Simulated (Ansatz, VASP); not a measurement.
## Mg3SeO in VASP and in Ansatz

```
Mg Se O
1.0
     4.33084    0.00000    0.00000
     0.00000    4.33084    0.00000
     0.00000    0.00000    4.32449
Mg Se O
3 1 1
Direct
  0.50000 0.00000 0.48536
  0.50000 0.50000 0.98504
  0.00000 0.50000 0.48536
  0.50000 0.50000 0.48507
  0.00000 0.00000 0.99676
```

Change from the starting cell: species swapped into the KCrCl3 type (P4mm, No. 99).

Alike in both runs: task single point; functional PBE; k mesh 4 × 4 × 4; occupations gaussian, width 0.1 eV; no spin polarisation.

```csv
,VASP,Ansatz
version,VASP 6.6.1,Ansatz 0.2.0
potentials or method,"VASP PAW PBE potentials, release 64 (Mg, Se, O)","scalar-relativistic, plane waves, PAW"
plane-wave cutoff (eV),520,420
valence electrons in the cell,18,52
```

```tsv
	VASP	Ansatz	Ansatz less VASP
gap on the k mesh at the Fermi level (eV)	none	none	-
rms of the force components (eV/Å)	0.043	0.043	+0.0001
```

Atom by atom the forces differ by 0.000 eV/Å (rms over components). A gap of «none» marks a metal or a gap that the smearing closes. With one functional, cell and mesh, what is left measures potentials, basis and numerics. The two sets of potentials don't hold the same shells in valence.

Caveats: the k mesh is coarse (spacing up to 0.36 Å⁻¹), so the values aren't converged.
